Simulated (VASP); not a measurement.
VASP runs on CoO (space group Fm-3m) share one base input (PBEsol GGA, plane waves, VASP's PBE PAW potentials (set 64)) and change the settings named in each case.

### KPOINTS
```
Automatic
0
gamma
 6 6 6
0 0 0
```

**POSCAR**
```
CoO
1
    4.2600000000     2.1300000000     2.1300000000
    2.1300000000     4.2600000000     2.1300000000
    2.1300000000     2.1300000000     4.2600000000
Co O
2 2
Direct
  0.0000000000   0.0000000000   0.0000000000
  0.5000000000   0.5000000000   0.5000000000
  0.2500000000   0.2500000000   0.2500000000
  0.7500000000   0.7500000000   0.7500000000
```

**INCAR**
```
MAGMOM = 3.0 -3.0 2*0.0
SYSTEM = CoO
ENCUT = 400
SIGMA = 0.05   ! width (eV)
LWAVE = F
LCHARG = F
ISIF = 2   ! forces and stress, cell fixed
PREC = Accurate
LMAXMIX = 4
ISMEAR = -1
EDIFF = 1E-6
LASPH = T
LREAL = F
ISPIN = 2   ! spin-polarised
ALGO = Normal   ! blocked Davidson
NELM = 100
LORBIT = 11   ! lm-projected
GGA = PS
```

POTCAR, in this order: Co O (PBE.64 set). Program: vasp_std.

```csv
change,E(σ→0) (eV/atom),pressure (GPa),−TS (eV)
base run,-7.0497,-19.76,-0.0658
"GGA removed, POTCAR Co O (LDA.64 set)",-7.4079,-27.65,-0.0691
KPOINTS 7×7×7 Γ-centred mesh,-7.0518,-19.92,-0.0592
"LDAU = .TRUE., LDAUJ = 0 0, LDAUL = 2 -1, LDAUTYPE = 2, LDAUU = 3.0 0",-6.5220,-13.15,0.0000
```
 Energies of different potentials or functionals have different zeros.  At 400 eV the pressure can carry a Pulay error.

Left out are runs that ran out of time, are held back, or changed the cell or the kind of run, fixed moments of cells without a moment, rows past the twelfth, gaps on odd meshes, pressures of charged cells and columns that move by less than the noise.

The structure is a typed CoO crystal. The cell was not relaxed at this level. The spin order is the one that the start imposed; others were not tried in this run.
